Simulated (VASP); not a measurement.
Consider the following.

```
GaSb
1.0
    4.30505     0.00000     0.00000
   -2.15252     3.72828     0.00000
    0.00000     0.00000     7.09347
Ga Sb
2 2
Direct
  0.33333   0.66667   0.00044
  0.66667   0.33333   0.50044
  0.33333   0.66667   0.37456
  0.66667   0.33333   0.87456
```

The numbers are results of PBEsol GGA, VASP's PBE PAW potentials (set 64) (plane waves; VASP), not measurements. Run with 400 eV cut-off, Gaussian smearing of 0.050 eV, potentials Ga_d Sb.

Unless said otherwise, spin-orbit coupling is left out, though it shifts the bands of the heavy elements here.

Problem. Predict the band gap (along the path) with the smallest direct gap where there is one.

Solution. 
```
Property                               Result
------------------------------------  -------
band gap (along the path)             0.03 eV
smallest direct gap (along the path)  0.03 eV
```

Total energies compare only between runs with the same potentials, cut-off and functional.

The structure was generated: GaSb was put into the wurtzite type (P6_3mc), which need not be its known phase. It was relaxed first.
